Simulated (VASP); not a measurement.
OSZICAR of a VASP run on CuI (zinc blende):

**OSZICAR**
```
       N       E                     dE             d eps       ncg     rms          rms(c)
DAV:   1     0.105797559936E+03    0.10580E+03   -0.76667E+03   754   0.141E+03
DAV:   2     0.101966450310E+01   -0.10478E+03   -0.97876E+02   764   0.264E+02
DAV:   3    -0.641863061557E+01   -0.74383E+01   -0.73419E+01  1009   0.830E+01
DAV:   4    -0.666925298514E+01   -0.25062E+00   -0.25050E+00   947   0.133E+01
DAV:   5    -0.667567319876E+01   -0.64202E-02   -0.64201E-02  1087   0.216E+00    0.647E+00
DAV:   6    -0.657754800610E+01    0.98125E-01   -0.58573E+00   782   0.712E+01    0.428E+00
DAV:   7    -0.631938805118E+01    0.25816E+00   -0.12829E+00   849   0.432E+01    0.190E+00
DAV:   8    -0.632259216372E+01   -0.32041E-02   -0.10016E-01  1119   0.661E+00    0.675E-01
DAV:   9    -0.631635623640E+01    0.62359E-02   -0.26718E-02   899   0.515E+00    0.239E-01
DAV:  10    -0.631647496377E+01   -0.11873E-03   -0.10679E-03   894   0.292E-01    0.191E-01
DAV:  11    -0.631636053584E+01    0.11443E-03   -0.65980E-04  1073   0.869E-01    0.432E-02
DAV:  12    -0.631637727635E+01   -0.16741E-04   -0.13216E-04  1183   0.100E-01    0.467E-02
DAV:  13    -0.631637802652E+01   -0.75018E-06   -0.16981E-06  1151   0.179E-02    0.297E-02
DAV:  14    -0.631637776403E+01    0.26250E-06   -0.16349E-06   988   0.247E-02    0.152E-02
DAV:  15    -0.631637707797E+01    0.68606E-06   -0.13992E-06  1086   0.365E-02    0.720E-03
DAV:  16    -0.631637679033E+01    0.28764E-06   -0.58957E-07   970   0.220E-02    0.196E-03
DAV:  17    -0.631637675013E+01    0.40202E-07   -0.49941E-08   432   0.691E-03
   1 F= -.59953424E+01 E0= -.59953424E+01  d E =-.599534E+01
```

Question: Which electronic solver shows in the log?

Answer: It is blocked Davidson (ALGO = Normal, or the opening steps of other solvers). The INCAR had ALGO = Normal.

Question: Can the final energy be trusted as converged?

Answer: The run converged. It stopped with EDIFF = 1E-7, NELM = 100, NSW = 40 and EDIFFG = -0.01 after 1 ionic step (PBEsol GGA, plane waves, VASP's PBE PAW potentials (set 64)).

The compound is CuI in the zinc blende structure. It was relaxed first under an external pressure of 1 GPa.
